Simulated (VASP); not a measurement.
# Cu3Pd: accuracy against cost in the SCF threshold and k-mesh, part 2 of 3

How sensitive are energy, pressure and forces of Cu3Pd to the SCF threshold and k-mesh? The atoms are off their equilibrium sites, so that forces can be compared too. The series runs use PBEsol. The atoms of the start are displaced at random from the sites of a Pm-3m cell.

VASP 6.6.1; PBEsol; plane waves and PAW (Cu, Pd).

Still holding for the runs below: This run has no spin polarisation. Its electron count is odd, so without a moment it is a metal by construction.

So far. Step 6 (SCF threshold: EDIFF = 1E-06): Against the run before the energy stays within 0.01 meV an atom; the pressure moves by +0.24 GPa, after 16 cycles in 28 s.

The database entry behind the starting cell is an old determination (1931), so it need not match the best structure at ambient conditions.

## (7) SCF threshold: EDIFF = 1E-08

INCAR

```
SYSTEM = Cu3Pd
PREC = Accurate
ENCUT = 400
EDIFF = 1E-08
NELM = 100
ISMEAR = -1
SIGMA = 0.05
LREAL = .FALSE.
ALGO = Normal
GGA = PS
NBANDS = 27
LASPH = .TRUE.
LORBIT = 11
LWAVE = .FALSE.
LCHARG = .FALSE.
KPAR = 4
ISIF = 2
```

POSCAR

```
Cu3Pd
1.0
    3.6900000000      0.0000000000      0.0000000000
    0.0000000000      3.6900000000      0.0000000000
    0.0000000000      0.0000000000      3.6900000000
Cu Pd
3 1
Direct
   -0.0039850000      0.5080550000      0.5015630000
    0.5006490000      0.0039140000      0.5001100000
    0.4882410000      0.4968450000     -0.0052090000
   -0.0059900000     -0.0198010000     -0.0032460000
```

KPOINTS

```
Automatic mesh
0
Gamma
7 7 7
0 0 0
```

Potentials, in the order of the species: Cu and Pd (PBE family, release 64).

The run is started by

```console
mpirun -np 4 vasp_std
```

What it wrote:

```text
[... set-up lines as in an earlier step ...]
 entering main loop
       N       E                     dE             d eps       ncg     rms          rms(c)
[... 13 cycles as in an earlier step ...]
DAV:  14    -0.192243966710E+02    0.40007E-05   -0.12105E-05 13651   0.145E-01    0.129E-02
DAV:  15    -0.192243952845E+02    0.13865E-05   -0.95230E-06 14811   0.609E-02    0.676E-03
DAV:  16    -0.192243948458E+02    0.43874E-06   -0.14391E-06 15028   0.285E-02    0.290E-03
DAV:  17    -0.192243946582E+02    0.18760E-06   -0.39932E-07 12990   0.150E-02    0.612E-04
DAV:  18    -0.192243945930E+02    0.65160E-07   -0.17811E-08  6365   0.316E-03    0.347E-04
DAV:  19    -0.192243945733E+02    0.19749E-07   -0.85875E-09  5220   0.222E-03    0.160E-04
DAV:  20    -0.192243945698E+02    0.34670E-08   -0.56176E-09  5214   0.117E-03
   1 F= -.19224395E+02 E0= -.19218106E+02  d E =-.125767E-01
```

Wall time 44 s (4 MPI ranks of Intel Xeon Platinum 8488C (Sapphire Rapids), shared host); peak memory 0.98 GiB.

From OUTCAR (step 7):

```text
  Total       -1.4422170     -1.3965152     -1.3150457     -0.0581670      0.0609000      0.0182203
  in kB      -45.9898616    -44.5325085    -41.9345828     -1.8548484      1.9419967      0.5810140
  external PRESSURE =     -44.1523176 kB  Pullay stress =       0.0000000 kB

 POSITION                                       TOTAL-FORCE (eV/Angst)
 -----------------------------------------------------------------------------------
      3.67530      1.87472      1.85077        -0.024861     -0.537711     -0.151630
      1.84739      0.01444      1.84541        -0.154312     -0.019889     -0.106853
      1.80161      1.83336      3.67078         0.167841     -0.243608      0.104709
      3.66790      3.61693      3.67802         0.011331      0.801207      0.153774
 -----------------------------------------------------------------------------------
    total drift:                                0.000267     -0.003939      0.000727

  FREE ENERGIE OF THE ION-ELECTRON SYSTEM (eV)
  ---------------------------------------------------
  free  energy   TOTEN  =       -19.2243945698 eV

  energy  without entropy=      -19.2118179153  energy(sigma->0) =      -19.21810624

[... 2 parts as in an earlier step ...]

[... 1 further part left out ...]
[key lines of the parts left out:]
E-fermi :   7.9105
```

Against the run before the energy stays within 0.01 meV an atom; the pressure moves by -0.19 GPa, after 20 cycles in 44 s.

## (8) The SCF threshold series as a table

This step: convergence of PBEsol results with the threshold; plane waves and PAW (VASP 6.6.1).

Derived from the runs above.

Differences are taken from the run with EDIFF = 1E-08. Results of the series, by row:

| setting | status | energy less the reference (meV/atom) | pressure (GPa) | largest force difference (meV/Å) | SCF cycles | wall time (s) |
| --- | --- | --- | --- | --- | --- | --- |
| EDIFF = 0.01 | converged | -0.4517 | -26.3 | 13.07 | 10 | 23 |
| EDIFF = 0.001 | converged | 0.01275 | 0.3435 | 2.894 | 12 | 29 |
| EDIFF = 1E-04 | converged | 0.007298 | -4.36 | 1.197 | 13 | 32 |
| EDIFF = 1E-05 | converged | 0.003628 | -4.469 | 0.955 | 14 | 34 |
| EDIFF = 1E-06 | converged | 4.83e-4 | -4.224 | 0.167 | 16 | 28 |
| EDIFF = 1E-08 | converged | 0 | -4.415 | 0 | 20 | 44 |

## (9) K-mesh: 2 2 2

This step: PBEsol; plane waves and PAW (Cu, Pd) (VASP 6.6.1).

The sum over the zone converges with the mesh, fast for insulators and slowly for metals.

Edit INCAR of step 7 so:

```diff
@@ -3,3 +3,3 @@
 ENCUT = 400
-EDIFF = 1E-08
+EDIFF = 1E-06
 NELM = 100
@@ -15,3 +15,3 @@
 LCHARG = .FALSE.
-KPAR = 4
+NCORE = 4
 ISIF = 2
```

POSCAR is that of step 7.

KPOINTS

```
Automatic mesh
0
Gamma
2 2 2
0 0 0
```

The run is started by

```console
mpirun -np 4 vasp_std
```

What it wrote:

```text
[banner, memory and clock lines left out]
running    4 mpi-ranks, on    1 nodes
 distrk:  each k-point on    4 cores,    1 groups
 distr:  one band on    4 cores,    1 groups

 POSCAR found type information on POSCAR CuPd
 POSCAR found :  2 types and       4 ions
 [... a notice as in an earlier step ...]

 LDA part: xc-table for (Slater+PW92), standard interpolation
 POSCAR, INCAR and KPOINTS ok, starting setup
 FFT: planning ... GRIDC
 FFT: planning ... GRID_SOFT
 FFT: planning ... GRID
 WAVECAR not read
 entering main loop
       N       E                     dE             d eps       ncg     rms          rms(c)
DAV:   1     0.314696867570E+03    0.31470E+03   -0.15867E+04   448   0.205E+03
DAV:   2     0.430460004206E+01   -0.31039E+03   -0.30017E+03   435   0.388E+02
DAV:   3    -0.220186952044E+02   -0.26323E+02   -0.24643E+02   473   0.150E+02
DAV:   4    -0.227967700871E+02   -0.77807E+00   -0.77556E+00   629   0.293E+01
DAV:   5    -0.228084885127E+02   -0.11718E-01   -0.11713E-01   657   0.303E+00    0.187E+01
DAV:   6    -0.229734206235E+02   -0.16493E+00   -0.50628E+01   508   0.179E+02    0.151E+01
DAV:   7    -0.186736591632E+02    0.42998E+01   -0.21334E+01   540   0.947E+01    0.361E+00
DAV:   8    -0.184319266918E+02    0.24173E+00   -0.81555E-01   648   0.124E+01    0.190E+00
DAV:   9    -0.183930052658E+02    0.38921E-01   -0.22543E-01   691   0.118E+01    0.114E+00
DAV:  10    -0.183854103908E+02    0.75949E-02   -0.43793E-02   658   0.772E+00    0.447E-01
DAV:  11    -0.183829404521E+02    0.24699E-02   -0.13630E-02   643   0.355E+00    0.436E-01
DAV:  12    -0.183820500487E+02    0.89040E-03   -0.43532E-03   649   0.231E+00    0.241E-01
DAV:  13    -0.183820483087E+02    0.17399E-05   -0.22320E-03   610   0.163E+00    0.214E-01
DAV:  14    -0.183819297566E+02    0.11855E-03   -0.23179E-04   566   0.198E-01    0.189E-01
DAV:  15    -0.183815891890E+02    0.34057E-03   -0.75981E-04   583   0.583E-01    0.266E-02
DAV:  16    -0.183815833236E+02    0.58654E-05   -0.33671E-05   635   0.156E-01    0.806E-03
DAV:  17    -0.183815826139E+02    0.70974E-06   -0.13815E-06   314   0.179E-02
   1 F= -.18381583E+02 E0= -.18343909E+02  d E =-.753470E-01
```

Wall time 6.4 s (4 MPI ranks); peak memory 0.4 GiB; 21 s of CPU time.

OUTCAR, selected parts (step 9):

```text
   k-points           NKPTS =      8   k-points in BZ     NKDIM =      8   number of bands    NBANDS=     27

   NELECT =      43.0000    total number of electrons

 E-fermi :   7.7565

 k-point     1 :       0.0000    0.0000    0.0000
  band No.  band energies     occupation
    ...
     17       6.9641      2.00000
     18       6.9867      2.00000
     19       7.4235      1.99744
     20       7.4297      1.99710
     21       7.4307      1.99704
     22       9.9536      0.00000
     23       9.9555      0.00000
     24       9.9917      0.00000
     25      16.0835      0.00000
     26      16.1466      0.00000
    ...

  Total       -0.9955041     -0.8716036     -0.8801907     -0.0855641      0.0341501     -0.0116382
  in kB      -31.7449418    -27.7939654    -28.0677938     -2.7284943      1.0889879     -0.3711235
  external PRESSURE =     -29.2022337 kB  Pullay stress =       0.0000000 kB

 POSITION                                       TOTAL-FORCE (eV/Angst)
 -----------------------------------------------------------------------------------
      3.67530      1.87472      1.85077        -0.014070     -0.513131     -0.141628
      1.84739      0.01444      1.84541        -0.137786      0.032071     -0.101048
      1.80161      1.83336      3.67078         0.147928     -0.252226      0.089543
      3.66790      3.61693      3.67802         0.003928      0.733286      0.153133
 -----------------------------------------------------------------------------------
    total drift:                                0.000281     -0.003714      0.000650

  FREE ENERGIE OF THE ION-ELECTRON SYSTEM (eV)
  ---------------------------------------------------
  free  energy   TOTEN  =       -18.3815826139 eV

  energy  without entropy=      -18.3062356380  energy(sigma->0) =      -18.34390913

[... 6 parts as in an earlier step ...]

[... 10 further parts left out ...]
```

Numbers from this step:

| Item | Value |
| --- | --- |
| SCF cycles | 17 |
| irreducible k-points | 8 |
| free energy (TOTEN) | -18.38 eV |
| energy at zero smearing | -18.34 eV |
| Fermi energy | 7.756 eV |
| pressure | -2.920 GPa |

The series starts at -4.5860 eV an atom and -2.92 GPa, after 17 cycles in 6.4 s.

## (10) K-mesh: 3 3 3

Edit INCAR of step 9 so:

```diff
@@ -15,3 +15,4 @@
 LCHARG = .FALSE.
-NCORE = 4
+KPAR = 2
+NCORE = 2
 ISIF = 2
```

POSCAR is that of step 9.

KPOINTS

```
Automatic mesh
0
Gamma
3 3 3
0 0 0
```

The run is started by

```console
mpirun -np 4 vasp_std
```

What it wrote:

```text
[banner, memory and clock lines left out]
running    4 mpi-ranks, on    1 nodes
[...]
[... a notice as in an earlier step ...]

 LDA part: xc-table for (Slater+PW92), standard interpolation
 POSCAR, INCAR and KPOINTS ok, starting setup
[...]
entering main loop
       N       E                     dE             d eps       ncg     rms          rms(c)
DAV:   1     0.315092645353E+03    0.31509E+03   -0.16133E+04   780   0.207E+03
DAV:   2     0.427798490923E+01   -0.31081E+03   -0.29992E+03   777   0.389E+02
DAV:   3    -0.221518369549E+02   -0.26430E+02   -0.25139E+02   878   0.153E+02
DAV:   4    -0.228354325201E+02   -0.68360E+00   -0.68042E+00  1075   0.280E+01
[...]
DAV:  14    -0.191719667364E+02    0.24936E-05   -0.22599E-05   977   0.168E-01    0.161E-02
DAV:  15    -0.191719630895E+02    0.36469E-05   -0.17308E-05  1169   0.100E-01    0.243E-03
DAV:  16    -0.191719635181E+02   -0.42852E-06   -0.11263E-06   459   0.300E-02
   1 F= -.19171964E+02 E0= -.19157265E+02  d E =-.293964E-01
```

Wall time 6.4 s (4 MPI ranks); peak memory 0.5 GiB.

OUTCAR, selected parts (step 10):

```text
  Total       -1.3279256     -1.2700601     -1.2177425     -0.0447065      0.0619423      0.0177906
  in kB      -42.3453009    -40.5000668    -38.8317479     -1.4256147      1.9752341      0.5673108
  external PRESSURE =     -40.5590385 kB  Pullay stress =       0.0000000 kB

 POSITION                                       TOTAL-FORCE (eV/Angst)
 -----------------------------------------------------------------------------------
      3.67530      1.87472      1.85077        -0.024692     -0.546546     -0.153737
      1.84739      0.01444      1.84541        -0.150413     -0.014777     -0.109938
      1.80161      1.83336      3.67078         0.163755     -0.259423      0.105143
      3.66790      3.61693      3.67802         0.011350      0.820746      0.158532
 -----------------------------------------------------------------------------------
    total drift:                                0.000269     -0.003988      0.000711

  FREE ENERGIE OF THE ION-ELECTRON SYSTEM (eV)
  ---------------------------------------------------
  free  energy   TOTEN  =       -19.1719635181 eV

  energy  without entropy=      -19.1425671351  energy(sigma->0) =      -19.15726533

[... 1 part as in an earlier step ...]

[... 2 further parts left out ...]
[key lines of the parts left out:]
E-fermi :   8.3368
```

Against the run before the energy moves by -203.34 meV an atom and the pressure by -1.14 GPa, after 16 cycles in 6.4 s.

## (11) K-mesh: 4 4 4

Edit INCAR of step 10 so:

```diff
@@ -15,4 +15,3 @@
 LCHARG = .FALSE.
-KPAR = 2
-NCORE = 2
+KPAR = 4
 ISIF = 2
```

POSCAR is that of step 10.

KPOINTS

```
Automatic mesh
0
Gamma
4 4 4
0 0 0
```

The run is started by

```console
mpirun -np 4 vasp_std
```

What it wrote:

```text
[... set-up lines as in an earlier step ...]
 entering main loop
       N       E                     dE             d eps       ncg     rms          rms(c)
DAV:   1     0.313480396029E+03    0.31348E+03   -0.16221E+04  2000   0.208E+03
DAV:   2     0.506992416626E+01   -0.30841E+03   -0.29755E+03  1944   0.389E+02
DAV:   3    -0.223638351574E+02   -0.27434E+02   -0.25978E+02  2283   0.155E+02
DAV:   4    -0.231393365121E+02   -0.77550E+00   -0.77148E+00  2683   0.293E+01
[...]
DAV:  13    -0.192433355368E+02   -0.90631E-08   -0.13199E-04  2658   0.196E-01    0.127E-02
DAV:  14    -0.192433338337E+02    0.17031E-05   -0.11209E-05  2291   0.144E-01    0.743E-03
DAV:  15    -0.192433337362E+02    0.97496E-07   -0.66300E-06  1982   0.792E-02
   1 F= -.19243334E+02 E0= -.19233338E+02  d E =-.199907E-01
```

Elapsed: 11 s, on 4 MPI ranks; peak memory 0.6 GiB.

From OUTCAR (step 11):

```text
  Total       -1.5973468     -1.5379459     -1.4791298     -0.0489646      0.0581419      0.0135090
  in kB      -50.9366867    -49.0424921    -47.1669465     -1.5613983      1.8540480      0.4307798
  external PRESSURE =     -49.0487084 kB  Pullay stress =       0.0000000 kB

 POSITION                                       TOTAL-FORCE (eV/Angst)
 -----------------------------------------------------------------------------------
      3.67530      1.87472      1.85077        -0.026443     -0.555078     -0.155531
      1.84739      0.01444      1.84541        -0.162729     -0.038930     -0.108615
      1.80161      1.83336      3.67078         0.176349     -0.245838      0.108240
      3.66790      3.61693      3.67802         0.012823      0.839846      0.155906
 -----------------------------------------------------------------------------------
    total drift:                                0.000285     -0.004167      0.000627

  FREE ENERGIE OF THE ION-ELECTRON SYSTEM (eV)
  ---------------------------------------------------
  free  energy   TOTEN  =       -19.2433337362 eV

  energy  without entropy=      -19.2233430348  energy(sigma->0) =      -19.23333839

[... 1 part as in an earlier step ...]

[... 2 further parts left out ...]
[key lines of the parts left out:]
E-fermi :   7.8252
```

Against the run before the energy moves by -19.02 meV an atom and the pressure by -0.85 GPa, after 15 cycles in 11 s.

## (12) K-mesh: 5 5 5

INCAR is that of step 11.

POSCAR is that of step 11.

KPOINTS

```
Automatic mesh
0
Gamma
5 5 5
0 0 0
```

The run is started by

```console
mpirun -np 4 vasp_std
```

What it wrote:

```text
[... set-up lines as in an earlier step ...]
 entering main loop
       N       E                     dE             d eps       ncg     rms          rms(c)
DAV:   1     0.314238418328E+03    0.31424E+03   -0.16275E+04  3522   0.209E+03
DAV:   2     0.450785249393E+01   -0.30973E+03   -0.29861E+03  3423   0.390E+02
DAV:   3    -0.222840802823E+02   -0.26792E+02   -0.25451E+02  3809   0.153E+02
DAV:   4    -0.230804375367E+02   -0.79636E+00   -0.79161E+00  4739   0.303E+01
[...]
DAV:  13    -0.192468799993E+02   -0.11414E-04   -0.17457E-04  4161   0.143E-01    0.179E-02
DAV:  14    -0.192468760765E+02    0.39228E-05   -0.26124E-05  4655   0.856E-02    0.907E-03
DAV:  15    -0.192468756367E+02    0.43980E-06   -0.14493E-06  1890   0.500E-02
   1 F= -.19246876E+02 E0= -.19240769E+02  d E =-.122135E-01
```

The job ended after 16 s (4 MPI ranks; peak memory 0.67 GiB).

OUTCAR, selected parts (step 12):

```text
  Total       -1.3067268     -1.2963630     -1.1801792     -0.0528292      0.0599423      0.0176019
  in kB      -41.6693089    -41.3388220    -37.6339178     -1.6846332      1.9114592      0.5612935
  external PRESSURE =     -40.2140162 kB  Pullay stress =       0.0000000 kB

 POSITION                                       TOTAL-FORCE (eV/Angst)
 -----------------------------------------------------------------------------------
      3.67530      1.87472      1.85077        -0.024627     -0.537770     -0.151943
      1.84739      0.01444      1.84541        -0.153242     -0.015981     -0.107426
      1.80161      1.83336      3.67078         0.166763     -0.246163      0.104708
      3.66790      3.61693      3.67802         0.011106      0.799913      0.154661
 -----------------------------------------------------------------------------------
    total drift:                                0.000245     -0.004443      0.000562

  FREE ENERGIE OF THE ION-ELECTRON SYSTEM (eV)
  ---------------------------------------------------
  free  energy   TOTEN  =       -19.2468756367 eV

  energy  without entropy=      -19.2346621185  energy(sigma->0) =      -19.24076888

[... 1 part as in an earlier step ...]

[... 2 further parts left out ...]
[key lines of the parts left out:]
E-fermi :   8.0682
```

Against the run before the energy moves by -1.86 meV an atom and the pressure by +0.88 GPa, after 15 cycles in 16 s.

## (13) K-mesh: 7 7 7

INCAR is that of step 12.

POSCAR is that of step 12.

KPOINTS

```
Automatic mesh
0
Gamma
7 7 7
0 0 0
```

The run is started by

```console
mpirun -np 4 vasp_std
```

What it wrote:

```text
[... set-up lines as in an earlier step ...]
 entering main loop
       N       E                     dE             d eps       ncg     rms          rms(c)
[... 16 cycles as in an earlier step ...]
   1 F= -.19224395E+02 E0= -.19218104E+02  d E =-.125810E-01
```

It took 40 s on 4 MPI ranks; peak memory 0.96 GiB.

From OUTCAR (step 13):

```text
[... 6 parts as in an earlier step ...]

[... 1 further part left out ...]
[key lines of the parts left out:]
E-fermi :   7.9102
```

Against the run before the energy moves by +5.67 meV an atom and the pressure by -0.20 GPa, after 16 cycles in 40 s.

## (14) K-mesh: 9 9 9

INCAR is that of step 13.

POSCAR is that of step 13.

KPOINTS

```
Automatic mesh
0
Gamma
9 9 9
0 0 0
```

The run is started by

```console
mpirun -np 4 vasp_std
```

What it wrote:

```text
[... set-up lines as in an earlier step ...]
 entering main loop
       N       E                     dE             d eps       ncg     rms          rms(c)
DAV:   1     0.313154875931E+03    0.31315E+03   -0.16187E+04 20438   0.208E+03
DAV:   2     0.421862501249E+01   -0.30894E+03   -0.29786E+03 19797   0.388E+02
DAV:   3    -0.222759559761E+02   -0.26495E+02   -0.25175E+02 22199   0.153E+02
DAV:   4    -0.230458491659E+02   -0.76989E+00   -0.76628E+00 27837   0.299E+01
[...]
DAV:  14    -0.192238640505E+02    0.28721E-05   -0.12252E-05 25477   0.140E-01    0.117E-02
DAV:  15    -0.192238626405E+02    0.14100E-05   -0.84416E-06 23304   0.647E-02    0.459E-03
DAV:  16    -0.192238627437E+02   -0.10316E-06   -0.18327E-06 13005   0.205E-02
   1 F= -.19223863E+02 E0= -.19217531E+02  d E =-.126637E-01
```

It took 69 s on 4 MPI ranks; peak memory 1.5 GiB; 4.5 min of CPU time.

[end of part 2 of 3]

[Lines on the potential files, build, host, timing and source positions are cut from VASP's logs without a mark.]

[Logs are printed without paths, hosts, clocks, repeated set-up lines and the standing remarks that a program may print on its own settings, such as how far it seeks lower states.]

[Hosts, paths, dates, database ids (printed as entryN), source tags and the programs' standing remarks are cut or masked in the printed files.]

[A measured line is paired with the nearest computed mode of its activity, which favours agreement.]
